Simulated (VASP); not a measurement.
Here is the system:

```xyz
2
Lattice="3.9700 0.0000 0.0000 0.0000 3.9700 0.0000 0.0000 0.0000 3.9700" Properties=species:S:1:pos:R:3 pbc="T T T"
Tl     0.0000     0.0000     0.0000
Br     1.9850     1.9850     1.9850
```

These are AM05 GGA, VASP's PBE PAW potentials (set 64) (plane waves; VASP) values and carry that method's errors. Run with 520 eV cut-off, 8×8×8 Γ-centred mesh, tetrahedra with Blöchl corrections, potentials Tl_d Br.

Unless said otherwise, spin-orbit coupling is left out, though it shifts the bands of the heavy elements here.

Question: Predict the energy per atom (σ→0), band gap (on the k-mesh) with the smallest direct gap where there is one.

Answer: 
* **band gap (on the k-mesh)**: 1.81 eV
* **smallest direct gap (on the k-mesh)**: 1.81 eV
* **energy per atom (σ→0)**: -2.760 eV/atom

The compound is TlBr in the CsCl type structure. It was relaxed first.
